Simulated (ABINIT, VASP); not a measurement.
This is a calculation of Sr2SO for VASP 6.6.1. Atoms were shifted at random by some hundredths of an Å from the given cell, which wasn't relaxed again for these runs. The cell comes from a database or a generator and needn't be the stable form of this composition.

Contents of INCAR:

```
SYSTEM = Sr2SO
  PREC = Accurate
  ENCUT = 520
  EDIFF = 1E-7
  ISMEAR = -1
  SIGMA = 0.05
  LREAL = .FALSE.
  LASPH = .TRUE.
  NELM = 100
  ALGO = Normal
  ISIF = 2
  LWAVE = .FALSE.
  LCHARG = .FALSE.
  GGA = PE
  NBANDS = 24
```

Contents of KPOINTS:

```
regular mesh
0
G
  7 7 5
  0 0 0
```

POSCAR

```
Sr2SO
1.0
    4.0432370000      0.0000000000      0.0000000000
    0.0000000000      4.0432370000      0.0000000000
    0.0000000000      0.0000000000      5.7180000000
Sr S O
2 1 1
Direct
    0.5033600000      0.4973510000      0.5025850000
   -0.0109850000     -0.0089070000     -0.0004380000
    0.0068650000      0.0013760000      0.4993430000
    0.4957450000      0.4943030000     -0.0009230000
```

Potentials or basis: VASP PAW PBE potentials, release 64 (Sr_sv, S, O).

Run with:

```bash
$ cat potpaw_PBE.64/Sr_sv/POTCAR potpaw_PBE.64/S/POTCAR potpaw_PBE.64/O/POTCAR > POTCAR
$ mpirun -np 1 vasp_std > vasp.out
```

Question: Set up the same calculation for ABINIT 10.8.3 (patched build). Potentials or basis there: JTH PAW PBE v2.0, cutoff 626 eV.

Answer: As run (cutoffs and basis follow the program's own potentials, and thresholds, step limits or extra output files can differ):

Contents of run.abi:

```
# Pseudopotentials
pp_dirpath "./"
pseudos "Sr.GGA_PBE-JTH.xml, S.GGA_PBE-JTH.xml, O.GGA_PBE-JTH.xml"

# Structure
acell 7.640610587 7.640610587 10.8054539806
rprim
     1.0000000000     0.0000000000     0.0000000000
     0.0000000000     1.0000000000     0.0000000000
     0.0000000000     0.0000000000     1.0000000000
ntypat 3
znucl 38 16 8
natom 4
typat 1 1 2 3
xred
     0.5033600000     0.4973510000     0.5025850000
    -0.0109850000    -0.0089070000    -0.0004380000
     0.0068650000     0.0013760000     0.4993430000
     0.4957450000     0.4943030000    -0.0009230000
chkprim 0
chksymtnons 0
tolsym 1.0e-6

# Plane-wave basis
ecut 625.861884 eV
pawecutdg 45.0

# k points
kptopt 1
ngkpt 7 7 5
nshiftk 1
shiftk 0.0 0.0 0.0

# Exchange and correlation
ixc 11

# Bands and occupations
nband 20
occopt 3
tsmear 0.00183747

# SCF cycle
nstep 100
tolvrs 1.0e-9

# Output
iomode 3
prtwf 0
prtden 0
prteig 0
prtebands 0
```

Potentials or basis: JTH PAW PBE v2.0.

Launch:

```bash
$ abinit run.abi > log 2>&1
```

Both were run:

|  | VASP | ABINIT |
| --- | --- | --- |
| Pressure | 0.0 GPa | -0.3 GPa |
| Largest force | 0.131 eV/Å | 0.131 eV/Å |

Pressure is positive in compression.
